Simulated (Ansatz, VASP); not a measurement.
**Si2Sb: VASP beside Ansatz**

INCAR

```
PREC     = Accurate       # precision mode
ENCUT    = 520            # plane-wave cutoff, eV
EDIFF    = 1E-6           # SCF threshold, eV
ISMEAR   = 0              # smearing method
SIGMA    = 0.1            # smearing width, eV
LREAL    = False          # projectors in reciprocal space
LASPH    = True           # aspherical terms in the spheres
NELM     = 80             # most SCF steps
ALGO     = Normal         # electronic algorithm
ISIF     = 2              # what is computed and relaxed
LWAVE    = False          # write WAVECAR
LCHARG   = False          # write CHGCAR
GGA      = PE             # functional
NBANDS   = 22             # bands
```

Contents of KPOINTS:

```
regular mesh
0
Gamma
  4 4 8
```

POSCAR

```
Si2Sb
1.0
    6.7711240100      0.0000000000      0.0000000000
    0.0000000000      6.7711240100      0.0000000000
    0.0000000000      0.0000000000      2.4828661800
Si Sb
4 2
Direct
    0.1767953900      0.3232046100      0.0000000000
    0.3232046100      0.8232046100      0.0000000000
    0.8232046100      0.6767953900      0.0000000000
    0.6767953900      0.1767953900      0.0000000000
    0.0000000000      0.0000000000      0.0000000000
    0.5000000000      0.5000000000      0.0000000000
```

Input for Ansatz:

```yaml
crystal:
  lattice:
    - [6.77112401, 0.0, 0.0]
    - [0.0, 6.77112401, 0.0]
    - [0.0, 0.0, 2.48286618]
  atoms:
    - { symbol: Si, position: [0.17679539, 0.32320461, 0.0] }
    - { symbol: Si, position: [0.32320461, 0.82320461, 0.0] }
    - { symbol: Si, position: [0.82320461, 0.67679539, 0.0] }
    - { symbol: Si, position: [0.67679539, 0.17679539, 0.0] }
    - { symbol: Sb, position: [0.0, 0.0, 0.0] }
    - { symbol: Sb, position: [0.5, 0.5, 0.0] }
basis:
  ecutwfc: 420
kpoints:
  mp_grid: { grid: [4, 4, 8] }
hamiltonian:
  xc: pbe
scf:
  occupations: { method: gaussian, width: 0.1 }
  lower_state_search: "off"
output:
  forces: true
  stress: true
  eigenvalues: true
```

Alike in both runs: task single point; functional PBE; k mesh 4 × 4 × 8; occupations gaussian, width 0.1 eV; no spin polarisation.

|  | VASP | Ansatz |
| --- | --- | --- |
| version | VASP 6.6.1 | Ansatz 0.2.0 |
| potentials or method | VASP PAW PBE potentials, release 64 (Si, Sb) | scalar-relativistic, plane waves, PAW |
| plane-wave cutoff (eV) | 520 | 420 |
| valence electrons in the cell | 26 | 46 |

```csv
,VASP,Ansatz,Ansatz less VASP
gap on the k mesh at the Fermi level (eV),none,none,-
rms of the force components (eV/Å),0.721,0.705,-0.0154
```

Atom by atom the forces differ by 0.015 eV/Å (rms over components). A gap of «none» marks a metal or a gap that the smearing closes. With one functional, cell and mesh, what is left measures potentials, basis and numerics. The two sets of potentials don't hold the same shells in valence.

Caveats: forces of over 1 eV/Å show positions far from the minimum, so gaps and moduli don't describe the material at rest. The runs have no spin-orbit coupling, so splittings on Sb are missing.
